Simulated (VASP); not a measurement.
An input for Quantum ESPRESSO's pw.x (written as the equivalent of a VASP run, and not itself run):

```
&CONTROL
  calculation = 'vc-relax'
  pseudo_dir = './pseudo'
  outdir = './out'
  tprnfor = .true.
  tstress = .true.
  nstep = 30
  forc_conv_thr = 0.00039
/
&SYSTEM
  ibrav = 0
  nat = 5
  ntyp = 2
  ecutwfc = 110
  occupations = 'smearing'
  smearing = 'gaussian'
  degauss = 0.003675
  input_dft = 'revpbe'
/
&ELECTRONS
  conv_thr = 7.3e-09
  electron_maxstep = 100
/
&IONS
/
&CELL
  cell_dofree = 'shape'
/
ATOMIC_SPECIES
  La 138.905 La.upf
  O 15.999 O.upf
CELL_PARAMETERS angstrom
     2.0157549   -3.4913899    0.0000000
     2.0157549    3.4913899    0.0000000
     0.0000000    0.0000000    6.3745620
ATOMIC_POSITIONS crystal
  La   0.3333330  0.6666670  0.2481565
  La   0.6666670  0.3333330  0.7518435
  O    0.0000000  0.0000000  0.0000000
  O    0.3333330  0.6666670  0.6455070
  O    0.6666670  0.3333330  0.3544930
K_POINTS automatic
  7 7 4 0 0 0
```

**Question.** Translate this input to VASP (INCAR, KPOINTS, POSCAR, choice of POTCAR).

**Answer.** Several could match; the one computed here: 
**KPOINTS**
```
kpoints
0
G
  7 7 4
0 0 0
```

**INCAR**
```
! general
SYSTEM  = La2O3
PREC    = Accurate
ENCUT   = 520
LREAL   = F
LASPH   = T

! electronic loop
EDIFF   = 1E-7
NELM    = 100
ALGO    = Normal
LMAXMIX = 6

! smearing
ISMEAR  = 0
SIGMA   = 0.05

! functional
GGA     = RE

! ions
IBRION  = 2
NSW     = 30
ISIF    = 4
EDIFFG  = -0.01

! output
LWAVE   = F
LCHARG  = F
```

### POSCAR
```
La2O3
1.0
  2.0157549500  -3.4913898954   0.0000000000
  2.0157549500   3.4913898954   0.0000000000
  0.0000000000   0.0000000000   6.3745619554
La O
2 3
Cartesian
  2.0157549500   1.1637989594   1.5818890884
  2.0157549500  -1.1637989594   4.7926728670
  0.0000000000   0.0000000000   0.0000000000
  2.0157549500   1.1637989594   4.1148244559
  2.0157549500  -1.1637989594   2.2597374995
```

POTCAR, in this order: La O (PBE.64 set). Program: vasp_std.

What does not carry over: the potentials are each code's own (VASP's PAW set, PseudoDojo norm-conserving files in pw.x), so ENCUT and ecutwfc are chosen apart and not converted; conv_thr bounds pw.x's estimated SCF error, while EDIFF bounds the energy change between steps; forc_conv_thr acts on force components and is met together with etot_conv_thr.

The compound is La2O3 in the a-type structure. This cell is one point of a volume scan, at 1.06 of the reference volume. Symmetry was kept, so distortions that lower it aren't found.
